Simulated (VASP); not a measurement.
VASP input:

### INCAR
```
SYSTEM = Ca
PREC = Accurate
ENCUT = 400
EDIFF = 1E-6
NELM = 3
ALGO = Normal
LREAL = .FALSE.
LASPH = .TRUE.
ISMEAR = 1
SIGMA = 0.1
GGA = PE
LWAVE = .FALSE.
LCHARG = .FALSE.
ISIF = 2
```

File KPOINTS:
```
Automatic mesh
0
Gamma
9 9 9
0 0 0
```

File POSCAR:
```
Ca
1
    0.0000000000     2.7900000000     2.7900000000
    2.7900000000     0.0000000000     2.7900000000
    2.7900000000     2.7900000000     0.0000000000
Ca
1
Direct
  0.0000000000   0.0000000000   0.0000000000
```

POTCAR, in this order: Ca_sv (PBE.64 set). Program: vasp_std.

What happens when VASP runs on this input?

There is a fault: NELM is too small, so the electronic loop ends before EDIFF is met. The run did not converge; its last values are not results. Against the sound run, the energy per atom (σ→0) goes up by 0.038 eV/atom; the pressure rises by 11.71 GPa.

**standard output**
```
 POSCAR found type information on POSCAR Ca
 POSCAR found :  1 types and       1 ions
 Reading from existing POTCAR
 Reading from existing POTCAR
 LDA part: xc-table for (Slater+PW92), standard interpolation
 POSCAR, INCAR and KPOINTS ok, starting setup
 WAVECAR not read
 entering main loop
       N       E                     dE             d eps       ncg     rms          rms(c)
DAV:   1     0.557680854973E+02    0.55768E+02   -0.45652E+03   630   0.828E+02
DAV:   2    -0.897351492807E+00   -0.56665E+02   -0.56507E+02   650   0.212E+02
DAV:   3    -0.188804508263E+01   -0.99069E+00   -0.97971E+00   923   0.305E+01

 -----------------------------------------------------------------------------
|                                                                             |
|           W    W    AA    RRRRR   N    N  II  N    N   GGGG   !!!           |
|           W    W   A  A   R    R  NN   N  II  NN   N  G    G  !!!           |
|           W    W  A    A  R    R  N N  N  II  N N  N  G       !!!           |
|           W WW W  AAAAAA  RRRRR   N  N N  II  N  N N  G  GGG   !            |
|           WW  WW  A    A  R   R   N   NN  II  N   NN  G    G                |
|           W    W  A    A  R    R  N    N  II  N    N   GGGG   !!!           |
|                                                                             |
|     The electronic self-consistency was not achieved in the given           |
|     number of steps (NELM). The forces and other quantities evaluated       |
|     might not be reliable so examine the results carefully. If you find     |
|     spurious results, we suggest increasing NELM, if you were close to      |
|     convergence or switching to a different ALGO or adjusting the           |
|     density mixing parameters otherwise.                                    |
|                                                                             |
 -----------------------------------------------------------------------------

   1 F= -.18880451E+01 E0= -.18876473E+01  d E =-.119339E-02
```

OUTCAR:
```
------------------------ aborting loop EDIFF was not reached (unconverged)  ----------------------------
  FORCE on cell =-STRESS in cart. coord.  units (eV):
  Direction    XX          YY          ZZ          XY          YZ          ZX
  --------------------------------------------------------------------------------------
  Total        3.0562135      3.0562135      3.0562135      0.0000000      0.0000000     -0.0000000
  in kB      112.7331579    112.7331579    112.7331579      0.0000000      0.0000000     -0.0000000
  external PRESSURE =     112.7331579 kB  Pullay stress =       0.0000000 kB
  volume of cell :       43.44
      direct lattice vectors                 reciprocal lattice vectors
     0.000000000  2.790000000  2.790000000    -0.179211470  0.179211470  0.179211470
     2.790000000  0.000000000  2.790000000     0.179211470 -0.179211470  0.179211470
     2.790000000  2.790000000  0.000000000     0.179211470  0.179211470 -0.179211470
 POSITION                                       TOTAL-FORCE (eV/Angst)
 -----------------------------------------------------------------------------------
      0.00000      0.00000      0.00000         0.000000     -0.000000     -0.000000
 -----------------------------------------------------------------------------------
    total drift:                               -0.000000      0.000000     -0.000000
  FREE ENERGIE OF THE ION-ELECTRON SYSTEM (eV)
  ---------------------------------------------------
  free  energy   TOTEN  =        -1.8880450826 eV

  energy  without entropy=       -1.8868516957  energy(sigma->0) =       -1.88764729
```
(Selected blocks of OUTCAR.)

To mend it, set NELM = 100.

The mended run (PBE GGA, plane waves, VASP's PBE PAW potentials (set 64)) converges, and its OSZICAR ends with
```
   1 F= -.19257946E+01 E0= -.19254751E+01  d E =-.958467E-03
```

The compound is Ca in the fcc structure. The cell was not relaxed at this level.
